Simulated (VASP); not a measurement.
Input:

```xyz
2
Lattice="3.2268 0.0000 0.0000 0.0000 3.2268 0.0000 0.0000 0.0000 3.2268" Properties=species:S:1:pos:R:3 pbc="T T T"
Rh     0.0000     0.0000     0.0000
Zr     1.6134     1.6134     1.6134
```

The numbers are results of LDA (Ceperley-Alder, Perdew-Zunger), VASP's LDA PAW potentials (set 64) (plane waves; VASP), not measurements. Run with 400 eV cut-off, Gaussian smearing of 0.050 eV, potentials Rh_pv Zr_sv.

Q: Predict the band gap (along the path) with the smallest direct gap where there is one.

A: 
The band gap (along the path) is none (metal, semimetal or under 0.01 eV).

The absolute energy has meaning only against runs of the same code, potentials and settings.

The structure comes from a measured ZrRh entry (Pm-3m) of the Crystallography Open Database, whose conditions weren't checked. It was relaxed first. The electron count is odd and the run is not spin-polarised, which forces a metal.
